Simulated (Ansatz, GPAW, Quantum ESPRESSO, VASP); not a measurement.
Code comparison for Ta2Co (I4/mcm, 6 atoms in the cell)

Self-consistent single point.

```
Ta2Co
1.0
   -3.04214     3.04214     2.48276
    3.04214    -3.04214     2.48276
    3.04214     3.04214    -2.48276
Ta Co
4 2
Direct
  0.16135   0.66135   0.82270
  0.83865   0.33865   0.17730
  0.66135   0.83865   0.50000
  0.33865   0.16135   0.50000
  0.75000   0.75000   0.00000
  0.25000   0.25000   0.00000
```

Shared settings, as Ansatz (an electronic-structure program) writes them: kpoints.mp_grid.grid = 5 5 5; scf.occupations.method = fermi_dirac; scf.occupations.width = 0.1 eV. Potentials and cutoffs stand in the table.

| code | model | pressure (GPa) | largest force (eV/Å) | cutoff |
|---|---|---|---|---|
| Ansatz | PBEsol, default PAW files made with PBE | -3.81 | 0.003 | default |
| Quantum ESPRESSO | PBEsol, PSlibrary PAW (PBE) pseudopotentials | -5.18 | 0.002 | 50 Ry |
| GPAW | PBEsol, GPAW PAW datasets PBEsol (made by gpaw-setup) | -3.15 | 0.013 | 800 eV |
| VASP | PBEsol, VASP's PBE PAW potentials (set 64) | -4.31 | 0.006 | 300 eV |

On Ansatz's run: spin-orbit coupling is off. Spin polarisation is off.

The spread over the programs that give each value: pressure within 2.03 GPa; largest force within 0.011 eV/Å.

Ansatz's pressure is given at a fixed set of plane waves, as the other plane-wave codes print theirs; with its correction for the finite basis it is -3.72 GPa. In the pressure, Quantum ESPRESSO (by 1.11) lies more than 1 GPa from the median of the plane-wave programs.

On the base mesh (6 6 6) the same programs gave: Quantum ESPRESSO pressure -5.17 GPa; GPAW pressure -3.16 GPa; Ansatz pressure -3.81 GPa; VASP pressure -4.33 GPa.

VASP's run is marked for a possible Pulay error in its stress at this cutoff; no cutoff test was made.

The starting cell comes from a database of computed structures (which also holds hypothetical and non-ambient phases and stackings), without a prior relaxation at this level.

Left out of this page: CP2K (on another mesh); Elk and SIESTA (not drawn, or without a comparable value).

Keys are those of Ansatz 0.2.
